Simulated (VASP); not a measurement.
All values below come from PBEsol GGA, VASP's PBE PAW potentials (set 64) (plane waves; VASP).

Gaps are without spin-orbit coupling.

```yaml
volume_per_atom: 22.04 Å³/atom
band gap (over mesh and band path): 1.75 eV
smallest direct gap (over mesh and band path): 1.94 eV
```

Problem. Which relaxed crystal gives these values?
A) Cd2SeS, P3m1 (156)
B) ZnCdSe2, R3m (160)
C) GaS, P6_3/mmc (194)
D) NaCl, Fm-3m (225)

Solution. C, GaS, P6_3/mmc (194)
